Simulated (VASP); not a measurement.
The system is BrCIH2, in a box.

```
Br C I H
1.0
    13.00000    0.00000    0.00000
     0.00000   11.00000    0.00000
     0.00000    0.00000   12.00000
Br C I H
1 1 1 2
Direct
  0.37669 0.47731 0.53087
  0.51786 0.49302 0.48617
  0.62531 0.41475 0.59882
  0.53558 0.58907 0.48019
  0.52708 0.44716 0.40685
```

Base run:

```yaml
Program: VASP 6.6.1
Functional: r2SCAN0
Dispersion: D4
Potentials_or_basis: VASP PAW PBE potentials, release 64 (Br, C_h, I, H_h)
Cutoff: 900 eV
k_mesh: 1 × 1 × 1
Occupations: gaussian, width 0.01 eV
Spin: no spin polarisation
```

Its results: gap between the frontier levels 6.29 eV; largest force 0.216 eV/Å.

Question: The run is repeated on the same cell with these changes: functional from r2SCAN0 to revPBE; potentials or basis from VASP PAW PBE potentials, release 64 (Br, C_h, I, H_h) to VASP PAW PBE potentials, release 64 (Br, C, I, H); cutoff from 900 eV to 520 eV. What comes out?

Answer: Gap between the frontier levels 4.01 eV; largest force 0.523 eV/Å.

Caveats: the PAW data sets were made with another functional, which shifts forces and pressure a little; spin-orbit coupling is left out, which moves the levels of the heavy elements.

